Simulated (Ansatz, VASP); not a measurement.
One calculation of BePt, two programs

```
Be Pt
1.0
     0.00000    2.33490    2.33490
     2.33490    0.00000    2.33490
     2.33490    2.33490    0.00000
Be Pt
1 1
Direct
  0.00000 0.00000 0.00000
  0.75000 0.75000 0.75000
```

Alike in both runs: task relaxation of cell and atoms; functional PBE; k mesh 6 × 6 × 6; occupations gaussian, width 0.1 eV; no spin polarisation.

|  | VASP | Ansatz |
| --- | --- | --- |
| version | VASP 6.6.1 | Ansatz 0.2.0 |
| potentials or method | VASP PAW PBE potentials, release 64 (Be, Pt) | scalar-relativistic, plane waves, PAW |
| plane-wave cutoff (eV) | 600 | 420 |
| valence electrons in the cell | 12 | 20 |

```tsv
	VASP	Ansatz	Ansatz less VASP
gap on the k mesh at the Fermi level, each at its own relaxed structure (eV)	none	none	-
relaxed volume (Å³/atom)	16.00	15.96	-0.039
relaxed cell length with the largest relative difference (Å)	3.564	3.561	-0.0029
energy change over the relaxation (meV/atom)	-302	-298	+4.2
```

A gap of «none» marks a metal or a gap that the smearing closes. The two sets of potentials don't hold the same shells in valence.

Caveats: the k mesh is coarse (spacing up to 0.39 Å⁻¹), so the values aren't converged; the volume moved by over 15 % at a fixed basis, so the end points are rough (VASP). The runs have no spin-orbit coupling, so splittings on Pt are missing.
